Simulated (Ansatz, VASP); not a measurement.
# Na2C: VASP beside Ansatz

```
Na C
1.0
     4.38536    0.00000    0.00000
     0.00000    4.38536    0.00000
     0.00000    0.00000    2.74865
Na C
2 1
Direct
  0.50000 0.00000 0.49998
  0.00000 0.50000 0.50002
  0.00000 0.00000 0.00000
```

Alike in both runs: functional PBE; dispersion D3(BJ); k mesh 10 × 10 × 18; occupations gaussian, width 0.1 eV; no spin polarisation.

Ansatz relaxed the structure, and its values are those at the end. VASP's run is a single point on that final structure, the one shown.

```csv
,VASP,Ansatz
version,VASP 6.6.1,Ansatz 0.2.0
potentials or method,"VASP PAW PBE potentials, release 64 (Na_pv, C)","scalar-relativistic, plane waves, PAW"
plane-wave cutoff (eV),520,420
valence electrons in the cell,18,22
```

|  | VASP | Ansatz | Ansatz less VASP |
| --- | --- | --- | --- |
| gap on the k mesh at the Fermi level (eV) | none | none | - |
| pressure (GPa) | 0.1 | 0.0 | -0.07 |

A gap of «none» marks a metal or a gap that the smearing closes. The two sets of potentials don't hold the same shells in valence.

Caveats: pairwise dispersion overbinds metals, which lowers pressure and volume.
